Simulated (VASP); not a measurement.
Consider the following.

```xyz
1
Lattice="-1.4400 1.4400 1.3791 1.4400 -1.4400 1.3791 1.4400 1.4400 -1.3791" Properties=species:S:1:pos:R:3 pbc="T T T"
Cu     0.0000     0.0000     0.0000
```

Calculation: r2SCAN meta-GGA, VASP's PBE PAW potentials (set 64) (plane waves; VASP 6.6.1). Numerical set-up: 400 eV cut-off, 20×20×20 Γ-centred mesh, tetrahedra with Blöchl corrections, potentials Cu.

Question: Give the energies of bands 1 to 7 at the high-symmetry points, in eV from the Fermi level.

Answer: 
```
band      Γ      X      M      Z      P      N
----  -----  -----  -----  -----  -----  -----
1     -9.94  -5.42  -5.05  -5.02  -4.10  -5.39
2     -3.45  -3.95  -5.00  -4.98  -4.10  -4.17
3     -3.27  -2.44  -1.68  -1.73  -4.00  -2.30
4     -3.27  -2.21  -1.68  -1.73  -2.18  -2.08
5     -2.38  -1.51  -1.63  -1.65  -2.09  -1.48
6     -2.20  -0.95   8.21   8.34   6.64  -0.59
7     25.90   4.42   8.22   8.34   6.95   4.92
```

It has no gap at this level: it comes out as a metal or semimetal.

The structure comes from a computed database's Cu entry (I4/mmm); how it stands against other phases isn't given here. It was relaxed first.
